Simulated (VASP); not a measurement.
Input:

```
CELL_PARAMETERS angstrom
      0.00000     2.58940     2.58940
      2.58940     0.00000     2.58940
      2.58940     2.58940     0.00000
ATOMIC_POSITIONS crystal
  Cu 0.00000 0.00000 0.00000
  Cl 0.25000 0.25000 0.25000
```

All values below come from PBEsol GGA, VASP's PBE PAW potentials (set 64) (plane waves; VASP 6.6.1). Run with 500 eV cut-off, 9×9×9 Γ-centred mesh, Gaussian smearing of 0.050 eV, potentials Cu Cl.

Task: Predict the energy per atom (σ→0), pressure, band gap (on the k-mesh) with the smallest direct gap where there is one.

Result: 
```json
{
  "band gap (on the k-mesh)": "0.70 eV",
  "smallest direct gap (on the k-mesh)": "0.70 eV",
  "energy per atom (σ→0)": "-3.512 eV/atom",
  "pressure": "4.93 GPa"
}
```

The absolute energy has meaning only against runs of the same code, potentials and settings.

The compound is CuCl in the zinc blende structure. It was relaxed first under an external pressure of 5 GPa.
